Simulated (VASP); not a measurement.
Given:

```
BaTiO3
1.0
    3.98159     0.00000     0.00000
    0.00000     3.98159     0.00000
    0.00000     0.00000     4.08431
Ba Ti O
1 1 3
Direct
  0.00000   0.00000   0.00771
  0.50000   0.50000   0.49046
  0.50000   0.50000   0.03822
  0.00000   0.50000   0.52431
  0.50000   0.00000   0.52431
```

These are r2SCAN+rVV10, VASP's PBE PAW potentials (set 64) (plane waves; VASP) values and carry that method's errors. Numerical set-up: 520 eV cut-off, 6×6×6 Γ-centred mesh, tetrahedra with Blöchl corrections, potentials Ba_sv Ti_sv O.

The cores are frozen, which limits the accuracy of field gradients.

**Question.** Give the principal components of the electric field gradient (V/Å²) and the asymmetry η at each nucleus.

**Answer.** 
```json
[
 {"atom": "Ba1", "Vxx": "3.1", "Vyy": "3.1", "Vzz": "-6.1", "η": "0.00"},
 {"atom": "Ti2", "Vxx": "-7.1", "Vyy": "-7.1", "Vzz": "14.1", "η": "0.00"},
 {"atom": "O3", "Vxx": "-10.5", "Vyy": "-10.5", "Vzz": "21.1", "η": "0.00"},
 {"atom": "O4", "Vxx": "-17.1", "Vyy": "-11.8", "Vzz": "28.9", "η": "0.18"},
 {"atom": "O5", "Vxx": "-17.1", "Vyy": "-11.8", "Vzz": "28.9", "η": "0.18"}
]
```

The structure comes from a measured BaTiO3 entry (P4mm) of the Crystallography Open Database, whose conditions weren't checked. It was relaxed first.
